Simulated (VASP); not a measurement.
Output of a VASP run:

OSZICAR:
```
...
       N       E                     dE             d eps       ncg     rms          rms(c)
DAV:   1    -0.203111423699E+02   -0.51819E-04   -0.88726E-04  1728   0.332E-01    0.593E-02
DAV:   2    -0.203111965584E+02   -0.54189E-04   -0.68982E-04  1727   0.507E-01    0.875E-02
DAV:   3    -0.203110991856E+02    0.97373E-04   -0.35053E-04  1667   0.371E-01    0.166E-02
DAV:   4    -0.203110954677E+02    0.37178E-05   -0.15676E-05  2004   0.389E-02    0.504E-03
DAV:   5    -0.203110952300E+02    0.23770E-06   -0.11891E-06   807   0.194E-02
   3 F= -.20311095E+02 E0= -.20311620E+02  d E =-.198091E-03
       N       E                     dE             d eps       ncg     rms          rms(c)
DAV:   1    -0.203123852507E+02   -0.12898E-02   -0.19682E-02  1653   0.182E+00    0.312E-01
DAV:   2    -0.203140133653E+02   -0.16281E-02   -0.20447E-02  1660   0.274E+00    0.450E-01
DAV:   3    -0.203112747796E+02    0.27386E-02   -0.95320E-03  1668   0.194E+00    0.775E-02
DAV:   4    -0.203112101835E+02    0.64596E-04   -0.53132E-04  1571   0.194E-01    0.284E-02
DAV:   5    -0.203112009876E+02    0.91959E-05   -0.41435E-05  1839   0.109E-01    0.110E-02
DAV:   6    -0.203112005780E+02    0.40961E-06   -0.46246E-06  1539   0.252E-02
   4 F= -.20311201E+02 E0= -.20311728E+02  d E =-.105348E-03
       N       E                     dE             d eps       ncg     rms          rms(c)
DAV:   1    -0.203137482408E+02   -0.25473E-02   -0.45990E-02  1650   0.276E+00    0.473E-01
DAV:   2    -0.203173597069E+02   -0.36115E-02   -0.47805E-02  1654   0.414E+00    0.673E-01
DAV:   3    -0.203111857776E+02    0.61739E-02   -0.21707E-02  1668   0.293E+00    0.118E-01
DAV:   4    -0.203110327728E+02    0.15300E-03   -0.12327E-03  1577   0.295E-01    0.433E-02
DAV:   5    -0.203110112744E+02    0.21498E-04   -0.94915E-05  1841   0.164E-01    0.171E-02
DAV:   6    -0.203110104310E+02    0.84344E-06   -0.10277E-05  1580   0.375E-02    0.115E-02
DAV:   7    -0.203110087820E+02    0.16490E-05   -0.39662E-06  1303   0.357E-02    0.272E-03
DAV:   8    -0.203110087647E+02    0.17212E-07   -0.65562E-07   802   0.628E-03
   5 F= -.20311009E+02 E0= -.20311530E+02  d E =0.864653E-04
       N       E                     dE             d eps       ncg     rms          rms(c)
DAV:   1    -0.203125363552E+02   -0.15276E-02   -0.22166E-02  1650   0.194E+00    0.331E-01
DAV:   2    -0.203143718298E+02   -0.18355E-02   -0.24757E-02  1662   0.292E+00    0.479E-01
DAV:   3    -0.203112786963E+02    0.30931E-02   -0.11454E-02  1665   0.205E+00    0.817E-02
DAV:   4    -0.203111999242E+02    0.78772E-04   -0.57053E-04  1562   0.204E-01    0.291E-02
DAV:   5    -0.203111900205E+02    0.99037E-05   -0.47955E-05  1856   0.118E-01    0.996E-03
DAV:   6    -0.203111898126E+02    0.20792E-06   -0.62897E-06  1556   0.312E-02
   6 F= -.20311190E+02 E0= -.20311716E+02  d E =-.945825E-04
       N       E                     dE             d eps       ncg     rms          rms(c)
DAV:   1    -0.203112835083E+02   -0.93488E-04   -0.13012E-03  1650   0.461E-01    0.820E-02
DAV:   2    -0.203113928577E+02   -0.10935E-03   -0.14016E-03  1665   0.717E-01    0.118E-01
DAV:   3    -0.203112064333E+02    0.18642E-03   -0.65255E-04  1676   0.506E-01    0.205E-02
DAV:   4    -0.203112011369E+02    0.52964E-05   -0.35828E-05  1565   0.504E-02    0.734E-03
DAV:   5    -0.203112004553E+02    0.68155E-06   -0.27165E-06  1122   0.293E-02
   7 F= -.20311200E+02 E0= -.20311728E+02  d E =-.105225E-03
```

File OUTCAR:
```
------------------------ aborting loop because EDIFF is reached ----------------------------------------
  FORCE on cell =-STRESS in cart. coord.  units (eV):
  Direction    XX          YY          ZZ          XY          YZ          ZX
  --------------------------------------------------------------------------------------
  Total       -0.0323630     -0.0323630      0.0098021      0.0000000      0.0000000     -0.0000000
  in kB       -0.7355426     -0.7355427      0.2227804      0.0000000      0.0000000     -0.0000000
  external PRESSURE =      -0.4161016 kB  Pullay stress =       0.0000000 kB
  volume of cell :       70.49
      direct lattice vectors                 reciprocal lattice vectors
     1.985644384 -3.439237128  0.000000000     0.251807425 -0.145381078  0.000000000
     1.985644384  3.439237128  0.000000000     0.251807425  0.145381078 -0.000000000
     0.000000000  0.000000000  5.161289581    -0.000000000 -0.000000000  0.193750028
 POSITION                                       TOTAL-FORCE (eV/Angst)
 -----------------------------------------------------------------------------------
      0.00000      0.00000      2.58064        -0.000000     -0.000000      0.000000
      0.00000     -0.00000      0.00000        -0.000000      0.000000      0.000000
      1.98564      1.14641      1.29032        -0.000000     -0.000000      0.000000
      1.98564     -1.14641      3.87097         0.000000      0.000000     -0.000000
 -----------------------------------------------------------------------------------
    total drift:                                0.000000      0.000000      0.000000
  FREE ENERGIE OF THE ION-ELECTRON SYSTEM (eV)
  ---------------------------------------------------
  free  energy   TOTEN  =       -20.3112004553 eV

  energy  without entropy=      -20.3127819950  energy(sigma->0) =      -20.31172764

 reached required accuracy - stopping structural energy minimisation
```
(Selected blocks of OUTCAR.)

POSCAR:
```
NiSb
1
    1.9824496483    -3.4337036818    -0.0000000000
    1.9824496483     3.4337036818     0.0000000000
    0.0000000000    -0.0000000000     5.1797794394
Ni Sb
2 2
Direct
  0.0000000000   0.0000000000   0.5000000000
  0.0000000000   0.0000000000   0.0000000000
  0.3333330000   0.6666670000   0.2500000000
  0.6666670000   0.3333330000   0.7500000000
```

**Question.** Write an INCAR and KPOINTS that could have produced this output.

**Answer.** Several could match; the one computed here: the input of the run itself, PBE GGA, plane waves, VASP's PBE PAW potentials (set 64).

### KPOINTS
```
kpoints
0
Gamma
8 8 6
```

### INCAR
```
SYSTEM = NiSb
ISIF = 3   ! ions, shape and volume
LMAXMIX = 4   ! l cut-off of mixed one-centre charges
NSW = 60   ! most ionic steps
NELM = 100   ! most electronic steps
SIGMA = 0.1
GGA = PE   ! PBE
LCHARG = .FALSE.
IBRION = 2
ENCUT = 400   ! plane-wave cut-off (eV)
EDIFFG = -0.02
LASPH = .TRUE.
EDIFF = 1E-6
LREAL = .FALSE.   ! projection in real space or not
PREC = Accurate
ALGO = Normal   ! blocked Davidson
LWAVE = .FALSE.
ISMEAR = 1   ! Methfessel-Paxton
```

POTCAR, in this order: Ni Sb (PBE.64 set). Program: vasp_std.

The compound is NiSb in the NiAs type structure. This run relaxes it. Symmetry was kept, so distortions that lower it aren't found. The start is the result of an earlier pass. The run is not spin-polarised, so no magnetic state was tried.
